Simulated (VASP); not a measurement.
TaN (space group P-6m2): computed properties

Computed with r2SCAN meta-GGA, VASP's PBE PAW potentials (set 64) (plane waves; VASP 6.6.1).

| Item | Result |
|---|---|
| space group | P-6m2 (187) |
| cell | a = b = 2.9401 Å, c = 2.8892 Å, α = β = 90.00°, γ = 120.00° |
| volume per atom | 10.81 Å³/atom |
| band gap (over mesh and band path) | none (metal, semimetal or under 0.01 eV) |
| density | 14.97 g/cm³ |

TaN is modelled in the hexagonal space group P-6m2 (No. 187), Pearson symbol hP2. Conventional cell: a = b = 2.9401 Å, c = 2.8892 Å, α = β = 90.00°, γ = 120.00°. Ta on 1b has 6 N at 2.229 Å (trigonal prismatic). N on 1e is surrounded by 6 Ta at 2.229 Å (trigonal prismatic). (Neighbours: up to the widest gap in distance over summed covalent radii, below 1.35, at either atom; cation-cation and far metal-metal contacts left out.)

Unless said otherwise, spin-orbit coupling is left out, though it shifts the bands of the heavy elements here.

The structure comes from a computed database's TaN entry (P-6m2); how it stands against other phases isn't given here. It was relaxed first. Symmetry was kept, so distortions that lower it aren't found.
